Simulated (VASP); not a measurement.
Level of theory: RPBE GGA, VASP's PBE PAW potentials (set 64) (plane waves; VASP).

The input files of a VASP run:

POSCAR:
```
SiC
1
    0.0000000000     2.1992834922     2.1992834922
    2.1992834922    -0.0000000000     2.1992834922
    2.1992834922     2.1992834922    -0.0000000000
Si C
1 1
Direct
  0.0000000000   0.0000000000   0.0000000000
  0.2500000000   0.2500000000   0.2500000000
```

### KPOINTS
```
kpoints
0
G
  9 9 9
```

INCAR:
```
ALGO  =  Normal
EDIFF  =  1E-6
EDIFFG  =  -0.01
ENCUT  =  520
GGA  =  RP
IBRION  =  2
ISIF  =  3
ISMEAR  =  0
LASPH  =  .TRUE.
LCHARG  =  .FALSE.
LREAL  =  .FALSE.
LWAVE  =  .FALSE.
NELM  =  100
NSW  =  60
PREC  =  Accurate
SIGMA  =  0.05
SYSTEM  =  SiC
```

POTCAR, in this order: Si C (PBE.64 set). Program: vasp_std.

Output of the run:

OUTCAR:
```
 ion  position               nearest neighbor table
   1  0.000  0.000  0.000-   2 1.90   2 1.90   2 1.90   2 1.90
   2  0.250  0.250  0.250-   1 1.90   1 1.90   1 1.90   1 1.90
  LATTYP: Found a face centered cubic cell.
 ALAT       =     4.3985669844
 Subroutine PRICEL returns:
 Original cell was already a primitive cell.
 Subroutine GETGRP returns: Found 24 space group operations
The static configuration has the point symmetry T_d .
The dynamic configuration has the point symmetry T_d .
 Subroutine INISYM returns: Found 24 space group operations
 Subroutine IBZKPT returns following result:
 Found     35 irreducible k-points:

 Following reciprocal coordinates:
            Coordinates               Weight
  0.000000  0.000000  0.000000      1.000000
  0.111111  0.000000  0.000000      8.000000
  0.222222  0.000000  0.000000      8.000000
  0.333333  0.000000  0.000000      8.000000
  0.444444  0.000000  0.000000      8.000000
  0.111111  0.111111  0.000000      6.000000
  0.222222  0.111111  0.000000     24.000000
  0.333333  0.111111  0.000000     24.000000
  0.444444  0.111111  0.000000     24.000000
...
```

### OSZICAR
```
       N       E                     dE             d eps       ncg     rms          rms(c)
DAV:   1     0.651703400171E+01    0.65170E+01   -0.41010E+03   576   0.843E+02
DAV:   2    -0.156490714035E+02   -0.22166E+02   -0.21673E+02   808   0.109E+02
DAV:   3    -0.160312390601E+02   -0.38217E+00   -0.38217E+00   640   0.177E+01
DAV:   4    -0.160325176808E+02   -0.12786E-02   -0.12786E-02   864   0.114E+00
DAV:   5    -0.160325183827E+02   -0.70190E-06   -0.70190E-06   640   0.218E-02    0.902E+00
DAV:   6    -0.143672105009E+02    0.16653E+01   -0.70709E+00   632   0.149E+01    0.420E+00
DAV:   7    -0.143256481783E+02    0.41562E-01   -0.33581E-01   856   0.410E+00    0.186E+00
DAV:   8    -0.143235210294E+02    0.21271E-02   -0.16999E-02   560   0.128E+00    0.188E-01
DAV:   9    -0.143241904302E+02   -0.66940E-03   -0.10619E-03   872   0.300E-01    0.129E-01
DAV:  10    -0.143243969165E+02   -0.20649E-03   -0.35941E-04   736   0.159E-01    0.200E-02
DAV:  11    -0.143243996342E+02   -0.27177E-05   -0.70836E-05   736   0.520E-02    0.519E-03
DAV:  12    -0.143244003236E+02   -0.68944E-06   -0.25739E-06   576   0.139E-02
   1 F= -.14324400E+02 E0= -.14324400E+02  d E =-.143244E+02
```

OUTCAR:
```
------------------------ aborting loop because EDIFF is reached ----------------------------------------
  FORCE on cell =-STRESS in cart. coord.  units (eV):
  Direction    XX          YY          ZZ          XY          YZ          ZX
  --------------------------------------------------------------------------------------
  Total       -0.0015714     -0.0015714     -0.0015714      0.0000000      0.0000000      0.0000000
  in kB       -0.1183349     -0.1183349     -0.1183349      0.0000000      0.0000000      0.0000000
  external PRESSURE =      -0.1183349 kB  Pullay stress =       0.0000000 kB
  volume of cell :       21.28
      direct lattice vectors                 reciprocal lattice vectors
     0.000000000  2.199283492  2.199283492    -0.227346771  0.227346771  0.227346771
     2.199283492  0.000000000  2.199283492     0.227346771 -0.227346771  0.227346771
     2.199283492  2.199283492  0.000000000     0.227346771  0.227346771 -0.227346771
  FREE ENERGIE OF THE ION-ELECTRON SYSTEM (eV)
  ---------------------------------------------------
  free  energy   TOTEN  =       -14.3244003236 eV

  energy  without entropy=      -14.3244003236  energy(sigma->0) =      -14.32440032

 reached required accuracy - stopping structural energy minimisation
```
(Selected blocks of OUTCAR.)

The compound is SiC in the zinc blende structure. It was relaxed first. The start is the result of an earlier pass.
